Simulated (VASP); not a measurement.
Data:

```yaml
crystal:
  lattice:
    - [0.00000, 2.07387, 2.07387]
    - [2.07387, 0.00000, 2.07387]
    - [2.07387, 2.07387, 0.00000]
  atoms:
    - { symbol: Ag, position: [0.00000, 0.00000, 0.00000] }
```

These are revPBE GGA, VASP's PBE PAW potentials (set 64) (plane waves; VASP) values and carry that method's errors. Run with 520 eV cut-off, 15×15×15 Γ-centred mesh, first-order Methfessel-Paxton smearing of 0.10 eV, potentials Ag.

Give the stress tensor in GPa (positive for a compressed cell).

```
2.62  0.00  0.00
0.00  2.62  0.00
0.00  0.00  2.62
```
The pressure is its mean diagonal, 2.62 GPa.

The compound is Ag in the fcc structure. This cell is one point of a volume scan, at 0.97 of the reference volume.
